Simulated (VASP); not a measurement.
Computed with r2SCAN meta-GGA, VASP's PBE PAW potentials (set 64) (plane waves; VASP).

VASP ran on this input.

**KPOINTS**
```
Automatic mesh
0
Gamma
8 8 8
0 0 0
```

**INCAR**
```
ALGO  =  Normal
EDIFF  =  1E-7
ENCUT  =  400
ISIF  =  2
ISMEAR  =  -5
LASPH  =  .True.
LCHARG  =  .False.
LEFG  =  .True.
LMAXMIX  =  4
LMIXTAU  =  .True.
LORBIT  =  11
LREAL  =  .False.
LWAVE  =  .False.
METAGGA  =  R2SCAN
NEDOS  =  601
NELM  =  100
PREC  =  Accurate
SYSTEM  =  CoSi
```

### POSCAR
```
CoSi
1
    4.3825346792    -0.0000000000    -0.0000000000
    0.0000000000     4.3825346792    -0.0000000000
    0.0000000000     0.0000000000     4.3825346792
Co Si
4 4
Direct
  0.8544802597   0.6455197403   0.3544802597
  0.3544802597   0.8544802597   0.6455197403
  0.1455197403   0.1455197403   0.1455197403
  0.6455197403   0.3544802597   0.8544802597
  0.1564185394   0.3435814606   0.6564185394
  0.6564185394   0.1564185394   0.3435814606
  0.8435814606   0.8435814606   0.8435814606
  0.3435814606   0.6564185394   0.1564185394
```

**KPOINTS_OPT**
```
k-points along high-symmetry lines
8
Line-mode
Reciprocal
  0.000000   0.000000   0.000000 ! GAMMA
  0.000000   0.500000   0.000000 ! X

  0.000000   0.500000   0.000000 ! X
  0.500000   0.500000   0.000000 ! M

  0.500000   0.500000   0.000000 ! M
  0.000000   0.000000   0.000000 ! GAMMA

  0.000000   0.000000   0.000000 ! GAMMA
  0.500000   0.500000   0.500000 ! R

  0.500000   0.500000   0.500000 ! R
  0.000000   0.500000   0.000000 ! X

  0.500000   0.500000   0.500000 ! R
  0.500000   0.500000   0.000000 ! M

  0.500000   0.500000   0.000000 ! M
  0.500000   0.000000   0.000000 ! X_1
```

POTCAR, in this order: Co Si (PBE.64 set). Program: vasp_std.

Output

### OSZICAR
```
       N       E                     dE             d eps       ncg     rms          rms(c)
DAV:   1     0.287501036463E+03    0.28750E+03   -0.19678E+04  2790   0.165E+03
DAV:   2    -0.743798929045E+02   -0.36188E+03   -0.35254E+03  2790   0.385E+02
DAV:   3    -0.103687786865E+03   -0.29308E+02   -0.28556E+02  3243   0.132E+02
DAV:   4    -0.105017181418E+03   -0.13294E+01   -0.13214E+01  3640   0.262E+01
DAV:   5    -0.105063975781E+03   -0.46794E-01   -0.46790E-01  3831   0.447E+00    0.310E+01
DAV:   6    -0.104548237583E+03    0.51574E+00   -0.20291E+02  3842   0.173E+02    0.277E+01
DAV:   7    -0.917615555177E+02    0.12787E+02   -0.68022E+01  3737   0.111E+02    0.912E+00
DAV:   8    -0.921184980848E+02   -0.35694E+00   -0.47837E+00  3582   0.143E+01    0.458E+00
DAV:   9    -0.919517590135E+02    0.16674E+00   -0.96689E-01  4091   0.123E+01    0.792E-01
DAV:  10    -0.919592330313E+02   -0.74740E-02   -0.40955E-02  3386   0.157E+00    0.406E-01
DAV:  11    -0.919585738865E+02    0.65914E-03   -0.90127E-03  3574   0.778E-01    0.135E-01
DAV:  12    -0.919591277653E+02   -0.55388E-03   -0.63708E-03  3196   0.658E-01    0.731E-02
DAV:  13    -0.919606670702E+02   -0.15393E-02   -0.14693E-03  2993   0.314E-01    0.325E-02
DAV:  14    -0.919607931486E+02   -0.12608E-03   -0.20625E-04  3363   0.134E-01    0.202E-02
DAV:  15    -0.919608026276E+02   -0.94790E-05   -0.24837E-05  3470   0.492E-02    0.157E-02
DAV:  16    -0.919608045690E+02   -0.19414E-05   -0.41162E-05  4023   0.731E-02    0.688E-03
DAV:  17    -0.919608112707E+02   -0.67017E-05   -0.15655E-05  3342   0.542E-02    0.622E-03
DAV:  18    -0.919608072138E+02    0.40570E-05   -0.24499E-06  3406   0.212E-02    0.132E-03
DAV:  19    -0.919608080026E+02   -0.78886E-06   -0.74460E-08  1780   0.308E-03    0.609E-04
DAV:  20    -0.919608076861E+02    0.31654E-06   -0.36678E-08  1640   0.202E-03    0.334E-04
DAV:  21    -0.919608078267E+02   -0.14061E-06   -0.15988E-08  1584   0.158E-03    0.234E-04
DAV:  22    -0.919608078604E+02   -0.33718E-07   -0.49147E-09  1556   0.564E-04
   1 F= -.91960808E+02 E0= -.91960808E+02  d E =0.000000E+00
       N       E                     dE             ncg
       N       E                     dE             ncg
```

**OUTCAR**
```
------------------------ aborting loop because EDIFF is reached ----------------------------------------
  FORCE on cell =-STRESS in cart. coord.  units (eV):
  Direction    XX          YY          ZZ          XY          YZ          ZX
  --------------------------------------------------------------------------------------
  Total       -0.0633333     -0.0633333     -0.0633333      0.0000000      0.0000000      0.0000000
  in kB       -1.2054975     -1.2054975     -1.2054975      0.0000000      0.0000000      0.0000000
  external PRESSURE =      -1.2054975 kB  Pullay stress =       0.0000000 kB
  volume of cell :       84.17
      direct lattice vectors                 reciprocal lattice vectors
     4.382534679  0.000000000  0.000000000     0.228178457  0.000000000  0.000000000
     0.000000000  4.382534679  0.000000000     0.000000000  0.228178457  0.000000000
     0.000000000  0.000000000  4.382534679     0.000000000  0.000000000  0.228178457
 POSITION                                       TOTAL-FORCE (eV/Angst)
 -----------------------------------------------------------------------------------
      3.74479      2.82901      1.55352        -0.009956      0.009956     -0.009956
      1.55352      3.74479      2.82901        -0.009956     -0.009956      0.009956
      0.63775      0.63775      0.63775         0.009956      0.009956      0.009956
      2.82901      1.55352      3.74479         0.009956     -0.009956     -0.009956
      0.68551      1.50576      2.87678        -0.004859      0.004859     -0.004859
      2.87678      0.68551      1.50576        -0.004859     -0.004859      0.004859
      3.69703      3.69703      3.69703         0.004859      0.004859      0.004859
      1.50576      2.87678      0.68551         0.004859     -0.004859     -0.004859
 -----------------------------------------------------------------------------------
    total drift:                                0.000000      0.000000      0.000000
  FREE ENERGIE OF THE ION-ELECTRON SYSTEM (eV)
  ---------------------------------------------------
  free  energy   TOTEN  =       -91.9608078604 eV

  energy  without entropy=      -91.9608078604  energy(sigma->0) =      -91.96080786

 total charge

# of ion       s       p       d       tot
------------------------------------------
    1        0.469   0.686   7.594   8.749
    2        0.469   0.686   7.594   8.749
    3        0.469   0.686   7.594   8.749
    4        0.469   0.686   7.594   8.749
    5        0.711   0.913   0.000   1.624
    6        0.711   0.913   0.000   1.624
    7        0.711   0.913   0.000   1.624
    8        0.711   0.913   0.000   1.624
--------------------------------------------------
tot          4.722   6.396  30.376  41.494

 Electric field gradients after diagonalization (V/A^2)
 (convention: |V_zz| > |V_xx| > |V_yy|)
----------------------------------------------------------------------
 ion       V_xx      V_yy      V_zz     asymmetry (V_yy - V_xx)/ V_zz
----------------------------------------------------------------------
   1       2.945     2.945    -5.890       0.000
   2       2.945     2.945    -5.890       0.000
   3       2.945     2.945    -5.890       0.000
   4       2.945     2.945    -5.890       0.000
   5      12.498    12.498   -24.996       0.000
   6      12.498    12.498   -24.996       0.000
   7      12.498    12.498   -24.996       0.000
   8      12.498    12.498   -24.996       0.000
```
(Selected blocks of OUTCAR.)

For a metal the tetrahedron method with Blöchl corrections gives inexact stress and forces.

The compound is CoSi in the B20 structure. It was relaxed first. The run is not spin-polarised, so no magnetic state was tried.
